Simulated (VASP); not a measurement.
# Be3BAs3 (P4/mmm) in VASP: further runs

The runs below take Be3BAs3 through single point, relaxation of cell and atoms, with PBE.

Everything below comes from runs of VASP 6.6.1. Logs are shortened: lines on timing, memory, paths and dates and some standing lists are left out, and cuts for length are marked.

### Step 1. The cell of the first run

The structure is tetragonal, space group P4/mmm (No. 123). Conventional cell: a = 4.560 Å, b = 4.560 Å, c = 7.670 Å, α = 90.00°, β = 90.00°, γ = 90.00°. Around Be (site symmetry 4mm) lie 1 B at 1.81 Å and 1 As at 2.03 Å. Around Be (site symmetry 4/mmm) lie 4 As at 2.28 Å. Around B (site symmetry 4/mmm) lie 2 Be at 1.81 Å. As (site symmetry mmm) is surrounded by 2 Be at 2.28 Å and 2 B at 2.28 Å. Around As (site symmetry 4/mmm) lie 2 Be at 2.03 Å.

The cell was built by a generator and needn't be a form met in nature.

### Step 2. Single point, PBE (random cell by space group and Wyckoff sites (P4/mmm, No. 123))

The input, INCAR:

```
SYSTEM = Be3BAs3
PREC = Accurate
ENCUT = 520
EDIFF = 1E-6
ISMEAR = 0
SIGMA = 0.1
LREAL = .False.
LASPH = .True.
NELM = 80
ALGO = Fast
ISIF = 2
LWAVE = .False.
LCHARG = .False.
GGA = PE
NBANDS = 21
```

The input, KPOINTS:

```
Automatic mesh
0
Gamma
  8 8 6
  0 0 0
```

The input, POSCAR:

```
Be3BAs3
1.0
    4.5600313075      0.0000000000      0.0000000000
    0.0000000000      4.5600313075      0.0000000000
    0.0000000000      0.0000000000      7.6703400698
Be B As
3 1 3
Direct
    0.5000000000      0.5000000000      0.7646132973
    0.5000000000      0.5000000000      0.2353867027
    0.0000000000      0.0000000000      0.0000000000
    0.5000000000      0.5000000000      0.0000000000
    0.0000000000      0.5000000000      0.0000000000
    0.5000000000      0.0000000000      0.0000000000
    0.5000000000      0.5000000000      0.5000000000
```

Potentials or basis: VASP PAW PBE potentials, release 64 (Be, B, As).

Run with:

```bash
cat potpaw_PBE.64/Be/POTCAR potpaw_PBE.64/B/POTCAR potpaw_PBE.64/As/POTCAR > POTCAR
mpirun -np 1 vasp_std > vasp.out
```

OUTCAR:

```text
SYSTEM = Be3BAs3
   PREC = Accurate
   ENCUT = 520
   EDIFF = 1E-6
   ISMEAR = 0
   LREAL = .False.
   LASPH = .True.
   NELM = 80
   ISIF = 2
   GGA = PE

 ion  position               nearest neighbor table
   1  0.500  0.500  0.765-   4 1.81   7 2.03
   2  0.500  0.500  0.235-   4 1.81   7 2.03
   3  0.000  0.000  0.000-   5 2.28   6 2.28   5 2.28   6 2.28
   4  0.500  0.500  0.000-   1 1.81   2 1.81   5 2.28   6 2.28   6 2.28   5 2.28
   5  0.000  0.500  0.000-   3 2.28   4 2.28   3 2.28   4 2.28
   6  0.500  0.000  0.000-   3 2.28   4 2.28   4 2.28   3 2.28
   7  0.500  0.500  0.500-   1 2.03   2 2.03

  LATTYP: Found a simple tetragonal cell.
 ALAT       =     4.5600313075
 C/A-ratio  =     1.6820805719

  Lattice vectors:

 A1 = (   4.5600313075,   0.0000000000,   0.0000000000)
 A2 = (   0.0000000000,   4.5600313075,   0.0000000000)
 A3 = (   0.0000000000,   0.0000000000,   7.6703400698)

Analysis of symmetry for initial positions (statically):
=====================================================================
 Subroutine PRICEL returns:
 Original cell was already a primitive cell.

 Routine SETGRP: Setting up the symmetry group for a
 simple tetragonal supercell.

 Subroutine GETGRP returns: Found 16 space group operations
 (whereof 16 operations were pure point group operations)
 out of a pool of 16 trial point group operations.

The static configuration has the point symmetry D_4h.

Analysis of symmetry for dynamics (positions and initial velocities):
=====================================================================
 Subroutine PRICEL returns:
 Original cell was already a primitive cell.

 Routine SETGRP: Setting up the symmetry group for a
 simple tetragonal supercell.

 Subroutine GETGRP returns: Found 16 space group operations
 (whereof 16 operations were pure point group operations)
 out of a pool of 16 trial point group operations.

The dynamic configuration has the point symmetry D_4h.

 Subroutine INISYM returns: Found 16 space group operations
 (whereof 16 operations are pure point group operations),
 and found     1 'primitive' translations

----------------------------------------------------------------------------------------

                                     Primitive cell

  volume of cell :     159.4962

  direct lattice vectors                    reciprocal lattice vectors
     4.560031308  0.000000000  0.000000000     0.219296740  0.000000000  0.000000000
     0.000000000  4.560031308  0.000000000     0.000000000  0.219296740  0.000000000
     0.000000000  0.000000000  7.670340070     0.000000000  0.000000000  0.130372316
[... 98 lines left out ...]
   IBRION =     -1    ionic relax: 0-MD 1-quasi-New 2-CG
   NFREE  =      0    steps in history (QN), initial steepest desc. (CG)
   ISIF   =      2    stress and relaxation
   ISYM   =      2    0-nonsym 1-usesym 2-fastsym
   POTIM  = 0.5000    time-step for ionic-motion
   TEBEG  =    0.0;   TEEND  =   0.0 temperature during run
   PSTRESS=    0.0 pullay stress
   NELECT =      24.0000    total number of electrons
   NUPDOWN=      -1.0000    fix difference up-down
   EMIN   =  10.00;   EMAX   =-10.00  energy-range for DOS
   EFERMI =   0.00;   METHOD = LEGACY
   ISMEAR =     0;   SIGMA  =   0.10  broadening in eV -4-tet -1-fermi 0-gaus
   EFERMI_NEDOS =   21; number of points for ismear=-14 and -15
   IALGO  =     68    algorithm
   IMIX   =      4    mixing-type and parameters
     AMIX     =   0.40;   BMIX     =  1.00
     AMIX_MAG =   1.60;   BMIX_MAG =  1.00
  volume/ion in A,a.u.               =      22.79       153.76
  Fermi-wavevector in a.u.,A,eV,Ry     =   0.870753  1.645485 10.316092  0.758211
  Thomas-Fermi vector in A             =   1.989764
   LORBIT       =      0    0 simple, 1 ext, 2 COOP (PROOUT), +10 PAW based schemes
   GGA     = PE    functional components
   LHFCALC =     F    Hartree Fock is set to
   AEXX    =    0.0000 exact exchange contribution
   IVDW    =     0    specifies the selected vdW correction
   LEPSILON=     F    determine dielectric tensor
   LRPA    =     F    only Hartree local field effects (RPA)
 non-spin polarized calculation
 RMM-DIIS sequential band-by-band and
 Gauss-broadening in eV      SIGMA  =   0.10
  energy-cutoff  :      520.00
  volume of cell :      159.50
 maximum number of plane-waves:      4328
 NGX is ok and might be reduce to    36
   NGX = 17   NGY = 17   NGZ = 29

 number of electron      24.0000005 magnetization

 Free energy of the ion-electron system (eV)
  ---------------------------------------------------
  ext. energy  EPLUGINS =         0.00000000
  ---------------------------------------------------
  free energy    TOTEN  =       -26.37400804 eV

  energy without entropy =      -26.34150921  energy(sigma->0) =      -26.35775862

 E-fermi :   1.2332     XC(G=0):  -7.7534

 val. band max:        1.2229567047   @ k =   0.3750   0.2500   0.1667
 cond. band min:       1.2376201773   @ k =   0.3750   0.1250   0.0000
 fundamental gap:      0.0146634727
 Fermi energy:         1.2331538233

 k-point     1 :       0.0000    0.0000    0.0000
  band No.  band energies     occupation
      1     -11.9938      2.00000
      2      -8.7671      2.00000
      3      -7.7792      2.00000
      4      -4.5200      2.00000
      5      -4.5200      2.00000
      6      -4.2762      2.00000
[... 565 lines left out ...]
     20       7.2894      0.00000
     21       7.5918      0.00000

 [... further k-points ...]
[... 5 lines left out ...]
  --------------------------------------------------------------------------------------
  -------------------------------------------------------------------------------------
  Total        0.1270472      0.1270472      0.1369705      0.0000000      0.0000000      0.0000000
  in kB        1.2762197      1.2762197      1.3759013      0.0000000      0.0000000      0.0000000
  external PRESSURE =       1.3094469 kB  Pullay stress =       0.0000000 kB

 VOLUME and BASIS-vectors are now :
 -----------------------------------------------------------------------------
  energy-cutoff  :      520.00
  volume of cell :      159.50
      direct lattice vectors                 reciprocal lattice vectors
     4.560031308  0.000000000  0.000000000     0.219296740  0.000000000  0.000000000
     0.000000000  4.560031308  0.000000000     0.000000000  0.219296740  0.000000000
     0.000000000  0.000000000  7.670340070     0.000000000  0.000000000  0.130372316

 POSITION                                       TOTAL-FORCE (eV/Angst)
 -----------------------------------------------------------------------------------
      2.28002      2.28002      5.86484         0.000000      0.000000      0.026177
      2.28002      2.28002      1.80550         0.000000     -0.000000     -0.026177
      0.00000      0.00000      0.00000         0.000000      0.000000      0.000000
      2.28002      2.28002      0.00000         0.000000      0.000000      0.000000
      0.00000      2.28002      0.00000         0.000000      0.000000      0.000000
      2.28002      0.00000      0.00000         0.000000      0.000000      0.000000
      2.28002      2.28002      3.83517         0.000000      0.000000      0.000000
 -----------------------------------------------------------------------------------
    total drift:                                0.000000      0.000000     -0.000000

  FREE ENERGIE OF THE ION-ELECTRON SYSTEM (eV)
  ---------------------------------------------------
  free  energy   TOTEN  =       -26.3740080420 eV

  energy  without entropy=      -26.3415092065  energy(sigma->0) =      -26.35775862
```

OSZICAR:

```text
N       E                     dE             d eps       ncg     rms          rms(c)
DAV:   1     0.795196439469E+02    0.79520E+02   -0.90338E+03  2520   0.910E+02
DAV:   2    -0.205351553705E+02   -0.10005E+03   -0.96454E+02  3285   0.150E+02
DAV:   3    -0.282162287929E+02   -0.76811E+01   -0.75475E+01  3250   0.435E+01
DAV:   4    -0.283692247335E+02   -0.15300E+00   -0.15253E+00  3320   0.657E+00
DAV:   5    -0.283718560236E+02   -0.26313E-02   -0.26306E-02  3449   0.821E-01    0.750E+00
RMM:   6    -0.270167001159E+02    0.13552E+01   -0.38904E+00  2586   0.673E+00    0.401E+00
RMM:   7    -0.265180534966E+02    0.49865E+00   -0.70661E-01  2690   0.342E+00    0.272E+00
RMM:   8    -0.263930301296E+02    0.12502E+00   -0.17639E-01  2858   0.187E+00    0.137E+00
RMM:   9    -0.263833069373E+02    0.97232E-02   -0.15889E-01  2769   0.172E+00    0.494E-01
RMM:  10    -0.263724731069E+02    0.10834E-01   -0.18016E-02  2937   0.668E-01    0.171E-01
RMM:  11    -0.263738120209E+02   -0.13389E-02   -0.89823E-03  2994   0.392E-01    0.101E-01
RMM:  12    -0.263739698502E+02   -0.15783E-03   -0.16202E-03  2883   0.195E-01    0.661E-02
RMM:  13    -0.263740715210E+02   -0.10167E-03   -0.43957E-04  3070   0.896E-02    0.517E-02
RMM:  14    -0.263740037538E+02    0.67767E-04   -0.87422E-05  3054   0.432E-02    0.124E-02
RMM:  15    -0.263740075295E+02   -0.37757E-05   -0.32151E-05  3224   0.231E-02    0.530E-03
RMM:  16    -0.263740080420E+02   -0.51245E-06   -0.66960E-06  2825   0.110E-02
   1 F= -.26374008E+02 E0= -.26357759E+02  d E =-.324988E-01
```

It took 100 s on 1 thread of Intel Xeon 6975P-C (Granite Rapids), shared host; peak memory 0.39 GiB.

Results:

```yaml
Free_energy: -26.3740 eV
Pressure: 0.1 GPa
Largest_force: 0.026 eV/Å
Band_gap_on_the_k_mesh: none (metal or under the smearing width)
```

Forces on the atoms (eV/Å):
```
Be   0.000  0.000  0.026
Be   0.000  0.000 -0.026
Be   0.000  0.000  0.000
B    0.000  0.000  0.000
As   0.000  0.000  0.000
As   0.000  0.000  0.000
As   0.000  0.000  0.000
```

(Part 1 of 2 ends here.)
